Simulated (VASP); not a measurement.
An input for Ansatz (written as the equivalent of a VASP run, and not itself run):

Ansatz 0.2 input:
```yaml
crystal:
  lattice:
    - [0.0000000, 2.7942048, 2.7942048]
    - [2.7942048, 0.0000000, 2.7942048]
    - [2.7942048, 2.7942048, 0.0000000]
  atoms:
    - { symbol: Pb, position: [0.0000000, 0.0000000, 0.0000000] }
    - { symbol: Se, position: [0.5000000, 0.5000000, 0.5000000] }
kpoints:
  mp_grid: { grid: [8, 8, 8] }
hamiltonian:
  xc: pbe
  pseudopotentials: { kind: paw }
scf:
  occupations: { method: gaussian, width: 0.05 }
  max_iter: 100
relax:
  max_steps: 40
  f_tol: 0.02
  cell: { p_target: 45 }
output: { forces: true, stress: true, eigenvalues: true }
```

Task: Write the VASP files for the same calculation (PBE).

Result: Several could match; the one computed here: 
### INCAR
```
SYSTEM=PbSe
PREC=Accurate; ENCUT=500; LREAL=F
LASPH=T
EDIFF=1E-6; NELM=100; ALGO=Normal
LMAXMIX=4
ISMEAR=0; SIGMA=0.05
GGA=PE
IBRION=2; NSW=40; ISIF=3
EDIFFG=-0.02; PSTRESS=450
LWAVE=F; LCHARG=F
```

**POSCAR**
```
PbSe
1.0
  0.0000000000   2.7942048072   2.7942048072
  2.7942048072   0.0000000000   2.7942048072
  2.7942048072   2.7942048072   0.0000000000
Pb Se
1 1
Cartesian
  0.0000000000   0.0000000000   0.0000000000
  2.7942048072   2.7942048072   2.7942048072
```

**KPOINTS**
```
Automatic mesh
0
Gamma
8 8 8
0 0 0
```

POTCAR, in this order: Pb_d Se (PBE.64 set). Program: vasp_std.

The two are equivalent in intent, not identical: each code has its own PAW files, so the cut-off isn't converted (ENCUT is set for VASP's; basis.ecutwfc is left out, and Ansatz then takes the one that its files recommend); Ansatz stops its SCF on the density residual and VASP on the energy change (EDIFF).

The compound is PbSe in the rock salt structure. This run relaxes it under an external pressure of 45 GPa. Symmetry was kept, so distortions that lower it aren't found.
